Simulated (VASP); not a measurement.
Calculation: PBE GGA, VASP's PBE PAW potentials (set 64) (plane waves; VASP).

A VASP calculation is set up with these files.

File KPOINTS:
```
Automatic mesh
0
Gamma
  8 8 8
0 0 0
```

### INCAR
```
# general
SYSTEM =BAs
PREC   =Accurate
ENCUT  =400
LREAL  =.False.
LASPH  =.True.   # aspherical one-centre terms

# electronic loop
EDIFF  =1E-6   # SCF stop (eV)
NELM   =100   # most electronic steps
ALGO   =Normal   # blocked Davidson
LMAXMIX=4

# smearing
ISMEAR =-1   # Fermi-Dirac
SIGMA  =0.05   # width (eV)

# functional
GGA    =PE

# ions
ISIF   =2   # forces and stress, cell fixed

# output
LWAVE  =.False.
LCHARG =.False.
```

File POSCAR:
```
BAs
1
    0.0000000000     2.3900000000     2.3900000000
    2.3900000000     0.0000000000     2.3900000000
    2.3900000000     2.3900000000     0.0000000000
B As
1 1
Direct
  0.0000000000   0.0000000000   0.0000000000
  0.2500000000   0.2500000000   0.2500000000
```

POTCAR, in this order: B As (PBE.64 set). Program: vasp_std.

At this cut-off the stress carries a Pulay error, which pulls relaxed volumes low.

What does the run give for the energy per atom (σ→0), pressure?

| Property | Result |
|---|---|
| energy per atom (σ→0) | -5702 meV/atom |
| pressure | 3.15 GPa |

OSZICAR:
```
...
DAV:   6    -0.114696537037E+02    0.57123E+00   -0.18373E+00   472   0.695E+00    0.244E+00
DAV:   7    -0.114111470206E+02    0.58507E-01   -0.20586E-01   648   0.271E+00    0.953E-01
DAV:   8    -0.114042246135E+02    0.69224E-02   -0.21785E-02   504   0.102E+00    0.119E-01
DAV:   9    -0.114045480729E+02   -0.32346E-03   -0.60479E-04   576   0.198E-01    0.679E-02
DAV:  10    -0.114047328728E+02   -0.18480E-03   -0.29296E-04   560   0.125E-01    0.162E-02
DAV:  11    -0.114047391780E+02   -0.63052E-05   -0.12063E-05   704   0.272E-02    0.143E-02
DAV:  12    -0.114047386928E+02    0.48523E-06   -0.24810E-06   480   0.108E-02
   1 F= -.11404739E+02 E0= -.11404739E+02  d E =-.145294E-06
```

The structure is a typed BAs crystal (F-43m). The cell was not relaxed at this level.
